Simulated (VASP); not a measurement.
CdIr:

```xyz
2
Lattice="3.2854 0.0000 0.0000 -1.6427 2.8452 0.0000 0.0000 0.0000 4.4478" Properties=species:S:1:pos:R:3 pbc="T T T"
Cd    0.0000    0.0000    0.0000
Ir    0.0000    0.0000    2.2239
```

The cell was built by a generator and needn't be a form met in nature.

```yaml
Program: VASP 6.6.1
Task: relaxation of cell and atoms
Functional: r2SCAN
Dispersion: rVV10
Potentials_or_basis: VASP PAW PBE potentials, release 64 (Cd, Ir)
Cutoff: 600 eV
k_mesh: 9 × 9 × 6
Occupations: methfessel-paxton, width 0.1 eV
Spin: no spin polarisation
```

At the start: pressure 25.6 GPa; volume 20.79 Å³/atom.

Question: Where does the relaxation end?

Answer: Over 15 steps the energy falls by 2000.1 meV/atom and the volume is 17.70 Å³/atom (-14.9 %); space group P6/mmm (No. 191, to 0.05 Å).

The path:
| step | energy change (eV) | largest force (eV/Å) | pressure (GPa) | volume (Å³) |
| --- | --- | --- | --- | --- |
| 1 | 0.0000 | 0.0000 | 25.58 | 41.58 |
| 2 | -2.5019 | 0.0000 | -18.12 | 53.11 |
| 3 | -2.6004 | 0.0000 | -23.66 | 48.70 |
| 4 | -2.6378 | 0.0000 | -23.51 | 48.26 |
| 5 | -2.6060 | 0.0000 | -15.30 | 45.28 |
| 6 | -2.7203 | 0.0000 | -21.91 | 47.07 |
| 7 | -2.6932 | 0.0000 | -18.19 | 45.89 |
| 8 | -2.7250 | 0.0000 | -20.27 | 46.46 |
| 9 | -3.7922 | 0.0000 | 19.49 | 32.73 |
| 10 | -3.9990 | 0.0000 | -1.36 | 35.68 |
| 11 | -4.0001 | 0.0000 | -0.32 | 35.48 |
| 12 | -3.9994 | 0.0000 | 0.80 | 35.27 |
| 13 | -3.9993 | 0.0000 | -1.21 | 35.64 |
| 14 | -4.0001 | 0.0000 | -0.19 | 35.45 |
| 15 | -4.0003 | 0.0000 | 0.02 | 35.40 |

Final structure:
```
Cd Ir
1.0
     2.73741    0.00000    0.00000
    -1.36871    2.37067    0.00000
     0.00000    0.00000    5.45439
Cd Ir
1 1
Direct
  0.00000 0.00000 0.00000
  0.00000 0.00000 0.50000
```

Caveat: the PAW data sets were made with another functional, which shifts forces and pressure a little.
